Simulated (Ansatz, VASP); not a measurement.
# NiO in two plane-wave programs

Wanted: the spread between two codes on one cell, functional and k mesh. The cell is taken from a series of runs on this material, whose earlier steps may have relaxed, scaled, displaced or heated it; both programs get it as it stands.

Method: plane waves, with VASP 6.6.1 beside it; relaxation of cell and atoms at PBEsol, in Ansatz 0.2.0.

## 1. Starting point

The structure is cubic, space group Fm-3m (No. 225). The conventional cell has a = 4.106 Å, b = 4.106 Å, c = 4.106 Å, α = 90.00°, β = 90.00°, γ = 90.00°. Ni has 6 O at 2.05 Å nearest. Nearest to O lie 6 Ni at 2.05 Å. Farther neighbours and most contacts between anions are not listed.

## 2. Ansatz: relaxation of cell and atoms, PBEsol

Ansatz runs on its default PAW (the set named soft_2) files.

The relaxed volume is the usual yardstick between codes: in a stiff, nearly cubic crystal its relative difference is about their pressure difference at one cell divided by the bulk modulus.

Contents of input.yaml:

```yaml
crystal:
  lattice:
    - [0.0, 2.0529280771, 2.0529280771]
    - [2.0529280771, 0.0, 2.0529280771]
    - [2.0529280771, 2.0529280771, 0.0]
  atoms:
    - { symbol: Ni, position: [0.0, 0.0, 0.0], spin: 0.89 }
    - { symbol: O, position: [0.5, 0.5, 0.5], spin: 0.15 }
kpoints:
  mp_grid: { grid: [22, 22, 22] }
hamiltonian:
  xc: pbesol
scf:
  occupations: { method: gaussian, width: 0.1 }
output:
  forces: true
  stress: true
  eigenvalues: true
  populations: true
magnetization:
  spin_polarized: true
relax:
  adjacent_minimum: "off"
  f_tol: 0.005
  max_steps: 80
  cell: { stress_tol: 0.05 }
```

Command:

```sh
> ansatz run input.yaml --threads 4 --pin off --max-ram 14336MiB --backend cpu --events-out ev --progress --plain --runs-dir out
```

Numbers of over 12 decimals in the logs are rounded to 6 here.

The program printed:

```text
Engine: ansatz 0.2.0, aarch64-unknown-linux-gnu
Pseudopotentials: kind: paw
Pseudopotential: Ni, paw, valence charge 18, recommended cutoff 420 eV (normal), Ni.paw.azcp
Pseudopotential: O, paw, valence charge 6, recommended cutoff 420 eV (normal), O.paw.azcp
Functional definition: PBEsol
  exchange = pbesol_x
  correlation = pbesol_c
Crystal: 2 atoms, lattice volume = 17.304 Å³
Basis set: ecut = 420 eV, 331 PW (Γ), exchange–correlation on 40×40×40 points (8 copies of the dense FFT grid, shifted against one another)
Bands: 17, of which v1, the nominal top of the filled ones, is band 12 counted from 1 (11 counted from 0)
Symmetry: 48 space group operations
Space group: Fm-3m (ITA 225), of the structure as read, at distance tolerance 2.6e-5 Å
Magnetic group: BNS 225.116 (UNI 1618), of the structure as read, at distance tolerance 2.6e-5 Å
k-points: 328 of 10648
Non-local potential: Ni, projectors of the file, l = 0: 3, l = 1: 2, l = 2: 3, l = 3: 1
Non-local potential: O, projectors of the file, l = 0: 2, l = 1: 2, l = 2: 1
PAW form: soft (Blöchl's): semilocal exchange-correlation on the pseudo side does not see the compensation charge
PAW frozen core: Ni, regenerated for the run's functional, and the local potential with it (the file was generated under x = pbe(κ = 0.804, μ = 0.219515), c = pbe(β = 0.066725))
PAW frozen core: O, regenerated for the run's functional, and the local potential with it (the file was generated under x = pbe(κ = 0.804, μ = 0.219515), c = pbe(β = 0.066725))
PAW one-centre angular grid: Ni, 590 points (default); XC on 64 Gauss nodes
PAW one-centre angular grid: O, 110 points (default); XC on 64 Gauss nodes
Initial density: superposition of atomic densities (chi_scale 0.1, normalization cell, long waves kept (reshape's long-wave potential 0.00 eV rms))
Starting moments: Σ|m| = 1.04 μB on 2 of 2 sites
Initial wavefunctions: pseudopotential atomic-orbital guess
Functional: x = pbesol(κ = 0.804, μ = 0.123457), c = pbesol(β = 0.046)
SCF iter   1: F=—  HF=-6362.721014 eV  |F-HF|=—  |Δ(HF+E_count)|=         —  Δρ=1.54e-1 (↑1.16e-1 ↓1.54e-1)  dr2=9.12e0  dr2_m=9.94e-2  M=0.749 μB ∫|m|=0.749 μB  β_m=0.30  ethr=3.10e-3  ⟨swp⟩=5.1  Hψ=47339  notcnv=0
Mixer restart at iter 1: flushing history
preconditioner: auto → none  [metal: Δε(μ)=0.001 eV  Ē_g=14.397 eV  σ=0.100 eV  W_gap=0.01  n_scr=8 (ndim 8)  ℏωp=35.7 eV  f_vac=0.000  D(μ)=1.61/eV (n_scr^D=14)  sad-step TF]
SCF iter   2: F=—  HF=-6362.853984 eV  |F-HF|=—  |Δ(HF+E_count)|=   1.33e-1  Δρ=6.98e-2 (↑4.44e-2 ↓6.98e-2)  dr2=1.78e0  dr2_m=4.73e-2  M=0.760 μB ∫|m|=0.760 μB  β_m=0.39  ethr=3.10e-3  ⟨swp⟩=3.0  Hψ=28578  notcnv=0  defer=391
SCF iter   3: F=—  HF=-6363.578677 eV  |F-HF|=—  |Δ(HF+E_count)|=   7.25e-1  Δρ=2.61e-2 (↑1.62e-2 ↓2.61e-2)  dr2=1.17e-1  dr2_m=1.26e-2  M=0.756 μB ∫|m|=0.757 μB  β_m=0.51  ethr=3.10e-3  ⟨swp⟩=2.1  Hψ=19722  notcnv=0  defer=374
SCF iter   4: F=—  HF=-6364.135958 eV  |F-HF|=—  |Δ(HF+E_count)|=         —  Δρ=1.91e-2 (↑1.91e-2 ↓9.56e-3)  dr2=3.11e-2  dr2_m=1.77e-2  M=0.671 μB ∫|m|=0.672 μB  β_m=0.51  ethr=4.86e-4  ⟨swp⟩=2.1  Hψ=23114  notcnv=0  defer=357
Mixer restart at iter 4: flushing history
SCF iter   5: F=—  HF=-6364.237347 eV  |F-HF|=—  |Δ(HF+E_count)|=   1.01e-1  Δρ=1.32e-2 (↑3.97e-3 ↓1.32e-2)  dr2=1.87e-2  dr2_m=7.76e-3  M=0.655 μB ∫|m|=0.656 μB  β_m=0.52  ethr=1.29e-4  ⟨swp⟩=2.1  Hψ=21385  notcnv=0  defer=357
SCF iter   6: F=—  HF=-6364.258027 eV  |F-HF|=—  |Δ(HF+E_count)|=   2.07e-2  Δρ=1.13e-2 (↑5.14e-3 ↓1.13e-2)  dr2=2.63e-2  dr2_m=2.22e-3  M=0.722 μB ∫|m|=0.724 μB  β_m=0.42  ethr=7.80e-5  ⟨swp⟩=2.5  Hψ=25890  notcnv=0  defer=359
SCF iter   7: F=—  HF=-6364.270438 eV  |F-HF|=—  |Δ(HF+E_count)|=   1.24e-2  Δρ=7.80e-3 (↑4.88e-3 ↓7.80e-3)  dr2=2.12e-3  dr2_m=6.01e-3  M=0.746 μB ∫|m|=0.747 μB  β_m=0.09  ethr=7.80e-5  ⟨swp⟩=2.1  Hψ=17707  notcnv=0  defer=353
SCF iter   8: F=—  HF=-6364.266330 eV  |F-HF|=—  |Δ(HF+E_count)|=   4.11e-3  Δρ=3.21e-3 (↑3.20e-3 ↓3.21e-3)  dr2=1.17e-3  dr2_m=1.16e-3  M=0.731 μB ∫|m|=0.732 μB  β_m=0.06  ethr=8.84e-6  ⟨swp⟩=2.0  Hψ=14918  notcnv=0  defer=353
SCF iter   9: F=—  HF=-6364.266954 eV  |F-HF|=—  |Δ(HF+E_count)|=   6.24e-4  Δρ=3.49e-3 (↑3.43e-3 ↓3.49e-3)  dr2=1.32e-3  dr2_m=1.41e-3  M=0.778 μB ∫|m|=0.779 μB  β_m=0.70  ethr=4.89e-6  ⟨swp⟩=1.1  Hψ=11322  notcnv=0  defer=353
SCF iter  10: F=-6364.278903 eV  HF=-6364.279952 eV  |F-HF|=1.05e-3  |Δ(HF+E_count)|=   1.30e-2  Δρ=9.74e-3 (↑9.74e-3 ↓9.59e-3)  dr2=1.78e-5  dr2_m=1.48e-2  M=0.954 μB ∫|m|=0.956 μB  β_m=0.28  ethr=4.89e-6  ⟨swp⟩=2.4  Hψ=20269  notcnv=0  defer=359
SCF iter  11: F=-6364.280230 eV  HF=-6364.281214 eV  |F-HF|=9.83e-4  |Δ(HF+E_count)|=   1.26e-3  Δρ=7.56e-3 (↑6.67e-3 ↓7.56e-3)  dr2=9.59e-4  dr2_m=7.72e-3  M=1.069 μB ∫|m|=1.072 μB  β_m=0.46  ethr=7.43e-8  ⟨swp⟩=2.7  Hψ=26865  notcnv=0  defer=319
[...]
SCF iter  11: F=-6364.282033 eV  HF=-6364.282033 eV  |F-HF|=9.09e-13  |Δ(HF+E_count)|=  1.82e-12  Δρ=2.49e-8 (↑1.06e-8 ↓2.49e-8)  dr2=5.98e-14  dr2_m=3.98e-14  M=1.247 μB ∫|m|=1.252 μB  ethr=1.00e-12  ⟨swp⟩=3.2  Hψ=41467  notcnv=0
SCF 4 converged in 11 iterations: F = -6364.282033 eV  dr2 = 5.98e-14
relax step   4: F+E_penalty+E_count = -6364.28203332 eV  Δ(F+E_penalty+E_count) = -5.943e-4 eV  max|allowed force component| = 4.260e-29 eV/Å  Δτ_max = 0.0000 Å  P = +0.050 GPa  Ω = 17.419 Å³  stress off target by 5.01e-2 GPa  SCF on the basis re-selected at this cell (its energy is not comparable with the rows above)  (11 SCF iters)
[...]
relax step   5: F+E_penalty+E_count = -6364.28201173 eV  Δ(F+E_penalty+E_count) = +2.159e-5 eV  max|allowed force component| = 9.894e-30 eV/Å  Δτ_max = 0.0000 Å  P = +0.002 GPa  Ω = 17.424 Å³  energy of the carried Pulay correction = -2.232e-5 eV  (8 SCF iters, dr2 threshold 6.28e-9 eV, accepted)
[...]
relax step   6: F+E_penalty+E_count = -6364.28202236 eV  Δ(F+E_penalty+E_count) = -1.063e-5 eV  max|allowed force component| = 5.654e-30 eV/Å  Δτ_max = 0.0000 Å  P = +0.003 GPa  Ω = 17.424 Å³  stress off target by 2.98e-3 GPa  SCF on the basis re-selected at this cell (its energy is not comparable with the rows above)  (6 SCF iters)
basis re-selected at this cell: Δ(F+E_penalty+E_count) = -1.063e-5 eV, ΔP = +0.001 GPa vs the last step (what re-selecting the basis moved, of the pressure what is left beyond the Pulay correction that the steps carried, after the strain that the cell walked since its last selection, with what the two solves' SCF thresholds leave and, on support functions, any second-order correction that the steps lacked; it is no m [...]
SCF converged after 6 iterations
Magnetization: 1.2493 μB (12.6246 up, 11.3754 down)
Absolute magnetization: 1.2532 μB (∫|ρ↑−ρ↓|, with the PAW one-centre terms)
Spin contamination: 0.0069 ħ² per cell (⟨S²⟩ above its minimum at these occupations)
Per-site moments (μB) at R_I (Å): [(1.022974, 0.848777), (0.183325, 0.848777)]
Free energy (F): -6364.282022 eV
Harris-Foulkes:  -6364.282022 eV  (|F-HF|=1.82e-12)
Internal energy: -6364.273525 eV  (E = F + TS)
E sigma→0 (E₀):  -6364.277773 eV
Entropy (-TS):   -0.008498 eV (-4.249 meV/atom)
Fermi energy:    15.258337 eV
--- Per-component energies (eV) ---
  E_band       = -307.180053
  E_kinetic    = 453.602583
  E_local      = -3923.439658  (includes V_loc(G=0)·N_el)
  E_nonlocal   = 694.234927
  E_hartree    = 1617.517953
  E_xc         = -155.169286
  E_vxc        = -200.037062  (∫ρ·V_xc dr)
  E_paw        = -1751.755514  (= ΣΔE_a)
  E_vpaw       = -566.579579  (= ΣTr[D̂ρ^β])
  E_aug_tail   = 0.002940  (compensation charges beyond the density's cutoff)
  E_ewald      = -3299.500046
  E_core_change = 0.232577  (= ΣΔE_core)
  E_smearing   = -0.008498  (= −TS)
  E_closure    = 0.000000  (closes the sum)
  Σ components = -6364.282022   (vs F -6364.282022, Δ=0.00e0)
--- Forces (eV/Å), atoms counted from 1 ---
  atom   1  Ni    -0.00000000    -0.00000000     0.00000000
  atom   2  O      0.00000000    -0.00000000    -0.00000000
  max |Σ_I F_I| component: 1.18e-29 eV/Å
--- Stress (GPa, compression-positive) ---
        0.002982      -0.000000      -0.000000
       -0.000000       0.002982      -0.000000
       -0.000000      -0.000000       0.002982
  P = ⅓ Tr σ = 0.0030 GPa (0.030 kbar)
--- Band table (eV; the first three rows and the last of 656) ---
  k-point 0 ↑: bands = [... 8 lower, 12.5305, 12.5305, 12.7406, 12.7406, 12.7406, 16.8737, 32.8614, 34.2727, ... 1 higher]
  k-point 1 ↑: bands = [... 8 lower, 12.6991, 12.6991, 12.8355, 12.8382, 12.8382, 17.0299, 32.2574, 34.2176, ... 1 higher]
  k-point 2 ↑: bands = [... 8 lower, 12.7741, 12.7741, 12.9843, 13.2393, 13.2393, 17.4476, 31.1881, 34.0084, ... 1 higher]
  k-point 327 ↓: bands = [... 8 lower, 14.0459, 14.2925, 14.6305, 15.1611, 15.9123, 24.2819, 26.1314, 26.2831, ... 1 higher]
--- Relaxed structure (4 steps of the walk, 4 accepted, 2 SCFs on fresh bases) ---
  F+E_penalty+E_count = -6364.28202236 eV   max|allowed force component| = 5.654e-30 eV/Å   (the final SCF, on the basis selected at the relaxed cell)
  cell:  # Å, volume = 17.4237 Å³
    - [0, 2.057642, 2.057642]
    - [2.057642, 0, 2.057642]
    - [2.057642, 2.057642, 0]
  atoms:
    - { symbol: Ni, position: [0, 0, 0] }
    - { symbol: O, position: [0.5, 0.5, 0.5] }
--- Löwdin populations: 2 sites ---
  site symbol       q [e]    m [muB]
     0     Ni     17.0201     1.0079
     1      O      6.8663     0.2419
  spilling = 0.004735 (of n_electrons = 24.000000)
```

(Continued in part 2 of 2.)

[Lines on the potential files, build, host, timing and source positions are cut from VASP's logs without a mark.]

[Logs are printed without paths, hosts, clocks, repeated set-up lines and the standing remarks that a program may print on its own settings, such as how far it seeks lower states.]

[Hosts, paths, dates, database ids (printed as entryN), source tags and the programs' standing remarks are cut or masked in the printed files.]
